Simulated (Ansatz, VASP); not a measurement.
# GaSb in two plane-wave programs, part 2 of 3

One calculation is typed for both programs; each brings its own data sets. How far apart do they land? The cell is taken from a series of runs on this material, whose earlier steps may have relaxed, scaled, displaced or heated it; both programs get it as it stands.

VASP 6.6.1 and Ansatz 0.2.0.

So far: Starting point; Ansatz: zone-centre phonons, LDA.

### 3. VASP: zone-centre phonons, LDA

Level of this step: LDA; plane waves and PAW (Ga_d, Sb) (VASP).

The same cell, functional (in two slightly different forms), mesh and smearing now go to VASP, with its own data sets.

Lines of VASP's logs that name or quote its potential files are left out, and so is its time.

INCAR

```
SYSTEM = GaSb
PREC = Accurate
ENCUT = 500
EDIFF = 1E-08
NELM = 120
ISMEAR = 1
SIGMA = 0.2
LREAL = .FALSE.
ALGO = Normal
GGA = PW92
NBANDS = 15
LORBIT = 11
LWAVE = .FALSE.
LCHARG = .FALSE.
ISIF = 2
ISYM = 2
IBRION = 8
LASPH = .TRUE.
GGA_COMPAT = .FALSE.
EFERMI = MIDGAP
KPAR = 2
```

POSCAR

```
GaSb
1.0
    0.0000000000      3.0243594460      3.0243594460
    3.0243594460      0.0000000000      3.0243594460
    3.0243594460      3.0243594460      0.0000000000
Ga Sb
1 1
Direct
    0.0000000000      0.0000000000      0.0000000000
    0.2500000000      0.2500000000      0.2500000000
```

KPOINTS

```
Points of the shifted mesh
2744
Reciprocal
 0.0357142857  0.0357142857  0.0357142857 1
 0.0357142857  0.0357142857  0.1071428571 1
 0.0357142857  0.0357142857  0.1785714286 1
 0.0357142857  0.0357142857  0.2500000000 1
 0.0357142857  0.0357142857  0.3214285714 1
 0.0357142857  0.0357142857  0.3928571429 1
 0.0357142857  0.0357142857  0.4642857143 1
 0.0357142857  0.0357142857  0.5357142857 1
 0.0357142857  0.0357142857  0.6071428571 1
 0.0357142857  0.0357142857  0.6785714286 1
 0.0357142857  0.0357142857  0.7500000000 1
 0.0357142857  0.0357142857  0.8214285714 1
 0.0357142857  0.0357142857  0.8928571429 1
 0.0357142857  0.0357142857  0.9642857143 1
 0.0357142857  0.1071428571  0.0357142857 1
 0.0357142857  0.1071428571  0.1071428571 1
 0.0357142857  0.1071428571  0.1785714286 1
 0.0357142857  0.1071428571  0.2500000000 1
 0.0357142857  0.1071428571  0.3214285714 1
 0.0357142857  0.1071428571  0.3928571429 1
 0.0357142857  0.1071428571  0.4642857143 1
 0.0357142857  0.1071428571  0.5357142857 1
 0.0357142857  0.1071428571  0.6071428571 1
 0.0357142857  0.1071428571  0.6785714286 1
 0.0357142857  0.1071428571  0.7500000000 1
 0.0357142857  0.1071428571  0.8214285714 1
 0.0357142857  0.1071428571  0.8928571429 1
 0.0357142857  0.1071428571  0.9642857143 1
 0.0357142857  0.1785714286  0.0357142857 1
 0.0357142857  0.1785714286  0.1071428571 1
 0.0357142857  0.1785714286  0.1785714286 1
 0.0357142857  0.1785714286  0.2500000000 1
 0.0357142857  0.1785714286  0.3214285714 1
 0.0357142857  0.1785714286  0.3928571429 1
 0.0357142857  0.1785714286  0.4642857143 1
 0.0357142857  0.1785714286  0.5357142857 1
 0.0357142857  0.1785714286  0.6071428571 1
 0.0357142857  0.1785714286  0.6785714286 1
 0.0357142857  0.1785714286  0.7500000000 1
 0.0357142857  0.1785714286  0.8214285714 1
 0.0357142857  0.1785714286  0.8928571429 1
 0.0357142857  0.1785714286  0.9642857143 1
 0.0357142857  0.2500000000  0.0357142857 1
 0.0357142857  0.2500000000  0.1071428571 1
 0.0357142857  0.2500000000  0.1785714286 1
 0.0357142857  0.2500000000  0.2500000000 1
 0.0357142857  0.2500000000  0.3214285714 1
 0.0357142857  0.2500000000  0.3928571429 1
 0.0357142857  0.2500000000  0.4642857143 1
 0.0357142857  0.2500000000  0.5357142857 1
 0.0357142857  0.2500000000  0.6071428571 1
 0.0357142857  0.2500000000  0.6785714286 1
 0.0357142857  0.2500000000  0.7500000000 1
 0.0357142857  0.2500000000  0.8214285714 1
 0.0357142857  0.2500000000  0.8928571429 1
 0.0357142857  0.2500000000  0.9642857143 1
 0.0357142857  0.3214285714  0.0357142857 1
 0.0357142857  0.3214285714  0.1071428571 1
 0.0357142857  0.3214285714  0.1785714286 1
 0.0357142857  0.3214285714  0.2500000000 1
 0.0357142857  0.3214285714  0.3214285714 1
 0.0357142857  0.3214285714  0.3928571429 1
 0.0357142857  0.3214285714  0.4642857143 1
 0.0357142857  0.3214285714  0.5357142857 1
 0.0357142857  0.3214285714  0.6071428571 1
 0.0357142857  0.3214285714  0.6785714286 1
 0.0357142857  0.3214285714  0.7500000000 1
 0.0357142857  0.3214285714  0.8214285714 1
 0.0357142857  0.3214285714  0.8928571429 1
 0.0357142857  0.3214285714  0.9642857143 1
 0.0357142857  0.3928571429  0.0357142857 1
 0.0357142857  0.3928571429  0.1071428571 1
 0.0357142857  0.3928571429  0.1785714286 1
 0.0357142857  0.3928571429  0.2500000000 1
 0.0357142857  0.3928571429  0.3214285714 1
 0.0357142857  0.3928571429  0.3928571429 1
 0.0357142857  0.3928571429  0.4642857143 1
 0.0357142857  0.3928571429  0.5357142857 1
 0.0357142857  0.3928571429  0.6071428571 1
 0.0357142857  0.3928571429  0.6785714286 1
 0.0357142857  0.3928571429  0.7500000000 1
 0.0357142857  0.3928571429  0.8214285714 1
 0.0357142857  0.3928571429  0.8928571429 1
 0.0357142857  0.3928571429  0.9642857143 1
 0.0357142857  0.4642857143  0.0357142857 1
 0.0357142857  0.4642857143  0.1071428571 1
 0.0357142857  0.4642857143  0.1785714286 1
 0.0357142857  0.4642857143  0.2500000000 1
 0.0357142857  0.4642857143  0.3214285714 1
 0.0357142857  0.4642857143  0.3928571429 1
 0.0357142857  0.4642857143  0.4642857143 1
 0.0357142857  0.4642857143  0.5357142857 1
 0.0357142857  0.4642857143  0.6071428571 1
 0.0357142857  0.4642857143  0.6785714286 1
 0.0357142857  0.4642857143  0.7500000000 1
 0.0357142857  0.4642857143  0.8214285714 1
 0.0357142857  0.4642857143  0.8928571429 1
 0.0357142857  0.4642857143  0.9642857143 1
 0.0357142857  0.5357142857  0.0357142857 1
 0.0357142857  0.5357142857  0.1071428571 1
 0.0357142857  0.5357142857  0.1785714286 1
 0.0357142857  0.5357142857  0.2500000000 1
 0.0357142857  0.5357142857  0.3214285714 1
 0.0357142857  0.5357142857  0.3928571429 1
 0.0357142857  0.5357142857  0.4642857143 1
 0.0357142857  0.5357142857  0.5357142857 1
 0.0357142857  0.5357142857  0.6071428571 1
 0.0357142857  0.5357142857  0.6785714286 1
 0.0357142857  0.5357142857  0.7500000000 1
 0.0357142857  0.5357142857  0.8214285714 1
 0.0357142857  0.5357142857  0.8928571429 1
 0.0357142857  0.5357142857  0.9642857143 1
[... 2406 lines left out ...]
 0.8928571429  0.8214285714  0.8214285714 1
 0.8928571429  0.8214285714  0.8928571429 1
 0.8928571429  0.8214285714  0.9642857143 1
 0.8928571429  0.8928571429  0.0357142857 1
 0.8928571429  0.8928571429  0.1071428571 1
 0.8928571429  0.8928571429  0.1785714286 1
 0.8928571429  0.8928571429  0.2500000000 1
 0.8928571429  0.8928571429  0.3214285714 1
 0.8928571429  0.8928571429  0.3928571429 1
 0.8928571429  0.8928571429  0.4642857143 1
 0.8928571429  0.8928571429  0.5357142857 1
 0.8928571429  0.8928571429  0.6071428571 1
 0.8928571429  0.8928571429  0.6785714286 1
 0.8928571429  0.8928571429  0.7500000000 1
 0.8928571429  0.8928571429  0.8214285714 1
 0.8928571429  0.8928571429  0.8928571429 1
 0.8928571429  0.8928571429  0.9642857143 1
 0.8928571429  0.9642857143  0.0357142857 1
 0.8928571429  0.9642857143  0.1071428571 1
 0.8928571429  0.9642857143  0.1785714286 1
 0.8928571429  0.9642857143  0.2500000000 1
 0.8928571429  0.9642857143  0.3214285714 1
 0.8928571429  0.9642857143  0.3928571429 1
 0.8928571429  0.9642857143  0.4642857143 1
 0.8928571429  0.9642857143  0.5357142857 1
 0.8928571429  0.9642857143  0.6071428571 1
 0.8928571429  0.9642857143  0.6785714286 1
 0.8928571429  0.9642857143  0.7500000000 1
 0.8928571429  0.9642857143  0.8214285714 1
 0.8928571429  0.9642857143  0.8928571429 1
 0.8928571429  0.9642857143  0.9642857143 1
 0.9642857143  0.0357142857  0.0357142857 1
 0.9642857143  0.0357142857  0.1071428571 1
 0.9642857143  0.0357142857  0.1785714286 1
 0.9642857143  0.0357142857  0.2500000000 1
 0.9642857143  0.0357142857  0.3214285714 1
 0.9642857143  0.0357142857  0.3928571429 1
 0.9642857143  0.0357142857  0.4642857143 1
 0.9642857143  0.0357142857  0.5357142857 1
 0.9642857143  0.0357142857  0.6071428571 1
 0.9642857143  0.0357142857  0.6785714286 1
 0.9642857143  0.0357142857  0.7500000000 1
 0.9642857143  0.0357142857  0.8214285714 1
 0.9642857143  0.0357142857  0.8928571429 1
 0.9642857143  0.0357142857  0.9642857143 1
 0.9642857143  0.1071428571  0.0357142857 1
 0.9642857143  0.1071428571  0.1071428571 1
 0.9642857143  0.1071428571  0.1785714286 1
 0.9642857143  0.1071428571  0.2500000000 1
 0.9642857143  0.1071428571  0.3214285714 1
 0.9642857143  0.1071428571  0.3928571429 1
 0.9642857143  0.1071428571  0.4642857143 1
 0.9642857143  0.1071428571  0.5357142857 1
 0.9642857143  0.1071428571  0.6071428571 1
 0.9642857143  0.1071428571  0.6785714286 1
 0.9642857143  0.1071428571  0.7500000000 1
 0.9642857143  0.1071428571  0.8214285714 1
 0.9642857143  0.1071428571  0.8928571429 1
 0.9642857143  0.1071428571  0.9642857143 1
 0.9642857143  0.1785714286  0.0357142857 1
 0.9642857143  0.1785714286  0.1071428571 1
 0.9642857143  0.1785714286  0.1785714286 1
 0.9642857143  0.1785714286  0.2500000000 1
 0.9642857143  0.1785714286  0.3214285714 1
 0.9642857143  0.1785714286  0.3928571429 1
 0.9642857143  0.1785714286  0.4642857143 1
 0.9642857143  0.1785714286  0.5357142857 1
 0.9642857143  0.1785714286  0.6071428571 1
 0.9642857143  0.1785714286  0.6785714286 1
 0.9642857143  0.1785714286  0.7500000000 1
 0.9642857143  0.1785714286  0.8214285714 1
 0.9642857143  0.1785714286  0.8928571429 1
 0.9642857143  0.1785714286  0.9642857143 1
 0.9642857143  0.2500000000  0.0357142857 1
 0.9642857143  0.2500000000  0.1071428571 1
 0.9642857143  0.2500000000  0.1785714286 1
 0.9642857143  0.2500000000  0.2500000000 1
 0.9642857143  0.2500000000  0.3214285714 1
 0.9642857143  0.2500000000  0.3928571429 1
 0.9642857143  0.2500000000  0.4642857143 1
 0.9642857143  0.2500000000  0.5357142857 1
 0.9642857143  0.2500000000  0.6071428571 1
 0.9642857143  0.2500000000  0.6785714286 1
 0.9642857143  0.2500000000  0.7500000000 1
 0.9642857143  0.2500000000  0.8214285714 1
 0.9642857143  0.2500000000  0.8928571429 1
 0.9642857143  0.2500000000  0.9642857143 1
 0.9642857143  0.3214285714  0.0357142857 1
 0.9642857143  0.3214285714  0.1071428571 1
 0.9642857143  0.3214285714  0.1785714286 1
 0.9642857143  0.3214285714  0.2500000000 1
 0.9642857143  0.3214285714  0.3214285714 1
 0.9642857143  0.3214285714  0.3928571429 1
 0.9642857143  0.3214285714  0.4642857143 1
 0.9642857143  0.3214285714  0.5357142857 1
 0.9642857143  0.3214285714  0.6071428571 1
 0.9642857143  0.3214285714  0.6785714286 1
 0.9642857143  0.3214285714  0.7500000000 1
 0.9642857143  0.3214285714  0.8214285714 1
 0.9642857143  0.3214285714  0.8928571429 1
 0.9642857143  0.3214285714  0.9642857143 1
 0.9642857143  0.3928571429  0.0357142857 1
 0.9642857143  0.3928571429  0.1071428571 1
 0.9642857143  0.3928571429  0.1785714286 1
 0.9642857143  0.3928571429  0.2500000000 1
 0.9642857143  0.3928571429  0.3214285714 1
 0.9642857143  0.3928571429  0.3928571429 1
 0.9642857143  0.3928571429  0.4642857143 1
 0.9642857143  0.3928571429  0.5357142857 1
 0.9642857143  0.3928571429  0.6071428571 1
 0.9642857143  0.3928571429  0.6785714286 1
 0.9642857143  0.3928571429  0.7500000000 1
 0.9642857143  0.3928571429  0.8214285714 1
 0.9642857143  0.3928571429  0.8928571429 1
 0.9642857143  0.3928571429  0.9642857143 1
 0.9642857143  0.4642857143  0.0357142857 1
 0.9642857143  0.4642857143  0.1071428571 1
 0.9642857143  0.4642857143  0.1785714286 1
 0.9642857143  0.4642857143  0.2500000000 1
 0.9642857143  0.4642857143  0.3214285714 1
 0.9642857143  0.4642857143  0.3928571429 1
 0.9642857143  0.4642857143  0.4642857143 1
 0.9642857143  0.4642857143  0.5357142857 1
 0.9642857143  0.4642857143  0.6071428571 1
 0.9642857143  0.4642857143  0.6785714286 1
 0.9642857143  0.4642857143  0.7500000000 1
 0.9642857143  0.4642857143  0.8214285714 1
 0.9642857143  0.4642857143  0.8928571429 1
 0.9642857143  0.4642857143  0.9642857143 1
 0.9642857143  0.5357142857  0.0357142857 1
 0.9642857143  0.5357142857  0.1071428571 1
 0.9642857143  0.5357142857  0.1785714286 1
 0.9642857143  0.5357142857  0.2500000000 1
 0.9642857143  0.5357142857  0.3214285714 1
 0.9642857143  0.5357142857  0.3928571429 1
 0.9642857143  0.5357142857  0.4642857143 1
 0.9642857143  0.5357142857  0.5357142857 1
 0.9642857143  0.5357142857  0.6071428571 1
 0.9642857143  0.5357142857  0.6785714286 1
 0.9642857143  0.5357142857  0.7500000000 1
 0.9642857143  0.5357142857  0.8214285714 1
 0.9642857143  0.5357142857  0.8928571429 1
 0.9642857143  0.5357142857  0.9642857143 1
 0.9642857143  0.6071428571  0.0357142857 1
 0.9642857143  0.6071428571  0.1071428571 1
 0.9642857143  0.6071428571  0.1785714286 1
 0.9642857143  0.6071428571  0.2500000000 1
 0.9642857143  0.6071428571  0.3214285714 1
 0.9642857143  0.6071428571  0.3928571429 1
 0.9642857143  0.6071428571  0.4642857143 1
 0.9642857143  0.6071428571  0.5357142857 1
 0.9642857143  0.6071428571  0.6071428571 1
 0.9642857143  0.6071428571  0.6785714286 1
 0.9642857143  0.6071428571  0.7500000000 1
 0.9642857143  0.6071428571  0.8214285714 1
 0.9642857143  0.6071428571  0.8928571429 1
 0.9642857143  0.6071428571  0.9642857143 1
 0.9642857143  0.6785714286  0.0357142857 1
 0.9642857143  0.6785714286  0.1071428571 1
 0.9642857143  0.6785714286  0.1785714286 1
 0.9642857143  0.6785714286  0.2500000000 1
 0.9642857143  0.6785714286  0.3214285714 1
 0.9642857143  0.6785714286  0.3928571429 1
 0.9642857143  0.6785714286  0.4642857143 1
 0.9642857143  0.6785714286  0.5357142857 1
 0.9642857143  0.6785714286  0.6071428571 1
 0.9642857143  0.6785714286  0.6785714286 1
 0.9642857143  0.6785714286  0.7500000000 1
 0.9642857143  0.6785714286  0.8214285714 1
 0.9642857143  0.6785714286  0.8928571429 1
 0.9642857143  0.6785714286  0.9642857143 1
 0.9642857143  0.7500000000  0.0357142857 1
 0.9642857143  0.7500000000  0.1071428571 1
 0.9642857143  0.7500000000  0.1785714286 1
 0.9642857143  0.7500000000  0.2500000000 1
 0.9642857143  0.7500000000  0.3214285714 1
 0.9642857143  0.7500000000  0.3928571429 1
 0.9642857143  0.7500000000  0.4642857143 1
 0.9642857143  0.7500000000  0.5357142857 1
 0.9642857143  0.7500000000  0.6071428571 1
 0.9642857143  0.7500000000  0.6785714286 1
 0.9642857143  0.7500000000  0.7500000000 1
 0.9642857143  0.7500000000  0.8214285714 1
 0.9642857143  0.7500000000  0.8928571429 1
 0.9642857143  0.7500000000  0.9642857143 1
 0.9642857143  0.8214285714  0.0357142857 1
 0.9642857143  0.8214285714  0.1071428571 1
 0.9642857143  0.8214285714  0.1785714286 1
 0.9642857143  0.8214285714  0.2500000000 1
 0.9642857143  0.8214285714  0.3214285714 1
 0.9642857143  0.8214285714  0.3928571429 1
 0.9642857143  0.8214285714  0.4642857143 1
 0.9642857143  0.8214285714  0.5357142857 1
 0.9642857143  0.8214285714  0.6071428571 1
 0.9642857143  0.8214285714  0.6785714286 1
 0.9642857143  0.8214285714  0.7500000000 1
 0.9642857143  0.8214285714  0.8214285714 1
 0.9642857143  0.8214285714  0.8928571429 1
 0.9642857143  0.8214285714  0.9642857143 1
 0.9642857143  0.8928571429  0.0357142857 1
 0.9642857143  0.8928571429  0.1071428571 1
 0.9642857143  0.8928571429  0.1785714286 1
 0.9642857143  0.8928571429  0.2500000000 1
 0.9642857143  0.8928571429  0.3214285714 1
 0.9642857143  0.8928571429  0.3928571429 1
 0.9642857143  0.8928571429  0.4642857143 1
 0.9642857143  0.8928571429  0.5357142857 1
 0.9642857143  0.8928571429  0.6071428571 1
 0.9642857143  0.8928571429  0.6785714286 1
 0.9642857143  0.8928571429  0.7500000000 1
 0.9642857143  0.8928571429  0.8214285714 1
 0.9642857143  0.8928571429  0.8928571429 1
 0.9642857143  0.8928571429  0.9642857143 1
 0.9642857143  0.9642857143  0.0357142857 1
 0.9642857143  0.9642857143  0.1071428571 1
 0.9642857143  0.9642857143  0.1785714286 1
 0.9642857143  0.9642857143  0.2500000000 1
 0.9642857143  0.9642857143  0.3214285714 1
 0.9642857143  0.9642857143  0.3928571429 1
 0.9642857143  0.9642857143  0.4642857143 1
 0.9642857143  0.9642857143  0.5357142857 1
 0.9642857143  0.9642857143  0.6071428571 1
 0.9642857143  0.9642857143  0.6785714286 1
 0.9642857143  0.9642857143  0.7500000000 1
 0.9642857143  0.9642857143  0.8214285714 1
 0.9642857143  0.9642857143  0.8928571429 1
 0.9642857143  0.9642857143  0.9642857143 1
```

PAW data sets: Ga_d and Sb (LDA family, release 64).

Started as:

```bash
mpirun -np 2 vasp_std
```

Log:

```text
[banner, memory and clock lines left out]
running    2 mpi-ranks, on    1 nodes
 distrk:  each k-point on    1 cores,    2 groups
 distr:  one band on    1 cores,    1 groups

 POSCAR found type information on POSCAR GaSb
 POSCAR found :  2 types and       2 ions
|                                                                             |
|               ----> ADVICE to this user running VASP <----                  |
|                                                                             |
|     You enforced a specific xc type in the INCAR file but a different       |
|     [... a line on the potential file left out ...]
|     I HOPE YOU KNOW WHAT YOU ARE DOING!                                     |
|                                                                             |

 LDA part: xc-table for (Slater(with rela. corr.)+PW92), standard interpolation
 POSCAR, INCAR and KPOINTS ok, starting setup
 FFT: planning ... GRIDC
 FFT: planning ... GRID_SOFT
 FFT: planning ... GRID
 WAVECAR not read
 entering main loop
       N       E                     dE             d eps       ncg     rms          rms(c)
DAV:   1     0.810204044867E+02    0.81020E+02   -0.85181E+03 83206   0.145E+03
DAV:   2    -0.247989170024E+01   -0.83500E+02   -0.80574E+02 96642   0.302E+02
DAV:   3    -0.868154982717E+01   -0.62017E+01   -0.61812E+01 97741   0.680E+01
DAV:   4    -0.879322512088E+01   -0.11168E+00   -0.11165E+00102681   0.103E+01
DAV:   5    -0.879586653715E+01   -0.26414E-02   -0.27098E-02105902   0.140E+00    0.342E+00
DAV:   6    -0.870436886988E+01    0.91498E-01   -0.75403E-02122838   0.445E+00    0.199E+00
DAV:   7    -0.866732903507E+01    0.37040E-01   -0.53603E-02 94031   0.185E+00    0.293E-01
DAV:   8    -0.866709257461E+01    0.23646E-03   -0.48241E-03104244   0.858E-01    0.101E-01
DAV:   9    -0.866716869586E+01   -0.76121E-04   -0.34916E-04 97082   0.166E-01    0.398E-02
DAV:  10    -0.866716137417E+01    0.73217E-05   -0.17536E-05107167   0.367E-02    0.139E-02
DAV:  11    -0.866716356408E+01   -0.21899E-05   -0.44107E-06 94885   0.196E-02    0.525E-03
DAV:  12    -0.866716353215E+01    0.31933E-07   -0.22732E-07104804   0.352E-03    0.119E-03
DAV:  13    -0.866716354121E+01   -0.90627E-08   -0.21103E-08 99932   0.134E-03
   1 F= -.86671635E+01 E0= -.86672998E+01  d E =0.408916E-03
 Linear response reoptimize wavefunctions to high precision
DAV:   1    -0.866716354129E+01   -0.74579E-10   -0.79061E-10 85071   0.372E-04
 Linear response DOF=           2
 Linear response progress:
  Degree of freedom:   1/  2
 RE_READ_KPOINTS: the total number of non zero k-points in the full Brillouine z
 one has changed        5488       10976
 trying to continue but this does not look good at all
       N       E                     dE             d eps       ncg     rms          rms(c)
RMM:   1    -0.168232776343E+00   -0.16823E+00    0.99009E-02102460   0.854E+00
RMM:   2    -0.166721820252E+00    0.15110E-02   -0.27731E-02154656   0.138E+00    0.412E-02
RMM:   3    -0.166885171376E+00   -0.16335E-03   -0.40446E-03160528   0.463E-01    0.264E-02
RMM:   4    -0.166860435721E+00    0.24736E-04   -0.21359E-03176049   0.224E-01    0.153E-02
RMM:   5    -0.166850563980E+00    0.98717E-05   -0.81554E-05170889   0.561E-02    0.440E-03
RMM:   6    -0.166850670021E+00   -0.10604E-06   -0.15452E-05171314   0.232E-02    0.680E-04
RMM:   7    -0.166842843583E+00    0.78264E-05   -0.68095E-06167570   0.103E-02    0.599E-04
RMM:   8    -0.166844571634E+00   -0.17281E-05   -0.81773E-07167410   0.486E-03    0.254E-04
RMM:   9    -0.166846335579E+00   -0.17639E-05   -0.47503E-07171418   0.230E-03    0.625E-05
RMM:  10    -0.166846485765E+00   -0.15019E-06    0.10130E-08169096   0.111E-03    0.502E-05
RMM:  11    -0.166846726222E+00   -0.24046E-06   -0.67329E-08174745   0.546E-04    0.236E-05
RMM:  12    -0.166846906130E+00   -0.17991E-06   -0.83295E-08171970   0.278E-04    0.108E-05
RMM:  13    -0.166846977942E+00   -0.71811E-07    0.22927E-08172589   0.147E-04    0.120E-06
RMM:  14    -0.166846943825E+00    0.34117E-07   -0.69549E-09164689   0.819E-05    0.516E-06
RMM:  15    -0.166846970823E+00   -0.26999E-07    0.11740E-09171929   0.500E-05    0.193E-06
RMM:  16    -0.166846981809E+00   -0.10986E-07    0.77915E-10174162   0.336E-05    0.108E-06
RMM:  17    -0.166846988165E+00   -0.63555E-08   -0.31875E-09159193   0.252E-05    0.497E-07
 first order change of Fermi-energy   0.30818E+02
 force on displaced ion       1 direction 1 :  -8.571   0.000   0.000
 Linear response progress:
  Degree of freedom:   2/  2
 RE_READ_KPOINTS: the total number of non zero k-points in the full Brillouine z
 one has changed        5488       10976
 trying to continue but this does not look good at all
       N       E                     dE             d eps       ncg     rms          rms(c)
RMM:   1    -0.295031184533E-01   -0.29503E-01   -0.12116E-04165833   0.142E+00
RMM:   2    -0.265579114183E-01    0.29452E-02   -0.38151E-03151250   0.404E-01    0.686E-02
RMM:   3    -0.264815753820E-01    0.76336E-04   -0.23296E-04167548   0.109E-01    0.365E-02
RMM:   4    -0.264953677238E-01   -0.13792E-04   -0.46788E-05167728   0.461E-02    0.478E-03
RMM:   5    -0.265008973996E-01   -0.55297E-05   -0.66499E-06174995   0.163E-02    0.299E-03
RMM:   6    -0.264943108865E-01    0.65865E-05   -0.93864E-07167609   0.522E-03    0.962E-04
RMM:   7    -0.264930010629E-01    0.13098E-05   -0.94543E-08171770   0.162E-03    0.344E-04
RMM:   8    -0.264924394655E-01    0.56160E-06   -0.19015E-08166218   0.606E-04    0.101E-04
RMM:   9    -0.264923542027E-01    0.85263E-07   -0.41343E-09169821   0.227E-04    0.386E-05
RMM:  10    -0.264923479160E-01    0.62868E-08   -0.68007E-10159314   0.935E-05    0.197E-06
 first order change of Fermi-energy  -0.30818E+02
 force on displaced ion       2 direction 1 :  -8.634  -0.000  -0.000
 Linear response finished
```

[end of part 2 of 3]

[Lines on the potential files, build, host, timing and source positions are cut from VASP's logs without a mark.]

[Logs are printed without paths, hosts, clocks, repeated set-up lines and the standing remarks that a program may print on its own settings, such as how far it seeks lower states.]

[Hosts, paths, dates, database ids (printed as entryN), source tags and the programs' standing remarks are cut or masked in the printed files.]
